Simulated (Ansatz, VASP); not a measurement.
## One calculation of Cu2W, two programs

```
Cu W
1.0
     4.21765    0.00000    0.00000
    -2.10882    3.65259    0.00000
     0.00000    0.00000    2.58078
Cu W
2 1
Direct
  0.33333 0.66667 0.50000
  0.66667 0.33333 0.50000
  0.00000 0.00000 0.00000
```

Change from the starting cell: species swapped into the B2W type (P6/mmm, No. 191).

Alike in both runs: functional PBE; k mesh 12 × 12 × 18; occupations gaussian, width 0.1 eV; no spin polarisation.

Ansatz relaxed the structure, and its values are those at the end. VASP's run is a single point on that final structure, the one shown.

|  | VASP | Ansatz |
| --- | --- | --- |
| version | VASP 6.6.1 | Ansatz 0.2.0 |
| potentials or method | VASP PAW PBE potentials, release 64 (Cu, W_sv) | scalar-relativistic, plane waves, PAW |
| plane-wave cutoff (eV) | 520 | 420 |
| valence electrons in the cell | 36 | 52 |

VASP gave:

| Item | Value |
| --- | --- |
| gap on the k mesh at the Fermi level (eV) | none |
| pressure (GPa) | 0.6 |

Problem. What did Ansatz give for the same quantities?

Solution. gap on the k mesh at the Fermi level (eV): none; pressure (GPa): 0.0.

A gap of «none» marks a metal or a gap that the smearing closes. With one functional, cell and mesh, what is left measures potentials, basis and numerics. The two sets of potentials don't hold the same shells in valence.

The runs have no spin-orbit coupling, so splittings on W are missing.
